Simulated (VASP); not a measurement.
Here is the system:

```xyz
4
Lattice="5.1550 2.5692 2.5692 2.5692 5.1550 2.5692 2.5692 2.5692 5.1550" Properties=species:S:1:pos:R:3 pbc="T T T"
Mn     0.0000     0.0000     0.0000
Mn     5.1467     5.1467     5.1467
S      2.5734     2.5734     2.5734
S      7.7201     7.7201     7.7201
```
Starting moments (μB, in the order of the record's atoms Mn Mn S S): 4.2 -4.2 0.0 0.0.

These are vdW-DF2, VASP's PBE PAW potentials (set 64) (plane waves; VASP) values and carry that method's errors. Run with 520 eV cut-off, 7×7×7 Γ-centred mesh, Gaussian smearing of 0.050 eV, potentials Mn_pv S.

Task: Give the stress tensor in GPa (positive for a compressed cell).

Result: 
```
 4.95  -0.05  -0.05
-0.05   4.95  -0.05
-0.05  -0.05   4.95
```
The pressure is its mean diagonal, 4.95 GPa.

The compound is MnS in the rock salt, AFM-II order structure. This cell is one point of a volume scan, at 0.94 of the reference volume.
